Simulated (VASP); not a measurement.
```
CELL_PARAMETERS angstrom
      0.00000     2.54500     2.54500
      2.54500     0.00000     2.54500
      2.54500     2.54500     0.00000
ATOMIC_POSITIONS crystal
  Zr 0.00000 0.00000 0.00000
  O  0.25000 0.25000 0.25000
  O  0.75000 0.75000 0.75000
```

Computed with PBE GGA with D3 dispersion (Becke-Johnson damping), VASP's PBE PAW potentials (set 64) (plane waves; VASP). Run with 520 eV cut-off, Gaussian smearing of 0.050 eV, potentials Zr_sv O.

Q: Give the energies of bands 7 to 15 at the high-symmetry points, in eV from the valence-band maximum.

A: 
| band | Γ | X | U | L | W |
|---|---|---|---|---|---|
| 7 | -5.23 | -5.92 | -5.31 | -4.22 | -4.74 |
| 8 | -5.23 | -3.15 | -3.61 | -4.22 | -4.66 |
| 9 | -5.23 | -3.15 | -3.07 | -2.53 | -2.38 |
| 10 | -0.53 | -1.51 | -2.21 | -2.47 | -2.38 |
| 11 | -0.53 | -1.51 | -1.21 | -1.64 | -1.38 |
| 12 | -0.53 | 0.00 | -0.33 | -1.64 | -0.20 |
| 13 | 3.35 | 3.80 | 4.03 | 3.99 | 4.44 |
| 14 | 3.35 | 4.74 | 4.75 | 3.99 | 4.58 |
| 15 | 6.58 | 5.83 | 6.16 | 6.08 | 6.29 |

The gap is indirect, 3.35 eV, from the valence maximum at X to the conduction minimum at Γ.

The compound is ZrO2 in the fluorite structure, the high-temperature cubic form, which is unstable at 0 K; the monoclinic form is the stable one. The cell was not relaxed at this level.
